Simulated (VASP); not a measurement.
Consider the following.

```
W
1.0
    2.60465     0.00000     0.00000
    0.00000     2.60465     0.00000
    0.00000     0.00000     2.60465
W
1
Direct
  0.00000   0.00000   0.00000
```

Calculation: r2SCAN meta-GGA, VASP's PBE PAW potentials (set 64) (plane waves; VASP). Run with 400 eV cut-off, 13×13×13 Γ-centred mesh, first-order Methfessel-Paxton smearing of 0.10 eV, potentials W_sv.

Task: The ions, cell shape and volume are relaxed. Predict the relaxed structure.

Result: 
```
W
1.0
    2.62124     0.00000     0.00000
    0.00000     2.62124     0.00000
    0.00000     0.00000     2.62124
W
1
Direct
  0.00000   0.00000   0.00000
```
Space group Pm-3m (221), at a tolerance of 0.03 Å.

Task: How do energy and volume change from the first to the last step?

Result: The energy (σ→0) changes by -4.5 meV/atom and the volume by +1.9 %, in 3 ionic steps.

```
step  E(σ→0) (eV)  max force (eV/Å)  pressure (GPa)  volume (Å³)
----  -----------  ----------------  --------------  -----------
1        -49.8031             0.000            4.42        17.67
2        -49.7754             0.000          -10.26        18.95
3        -49.8076             0.000           -0.08        18.01
```

The structure was generated: W was put into the simple-cubic type (Pm-3m), which need not be its known phase. This run relaxes it. Symmetry was kept, so distortions that lower it aren't found.
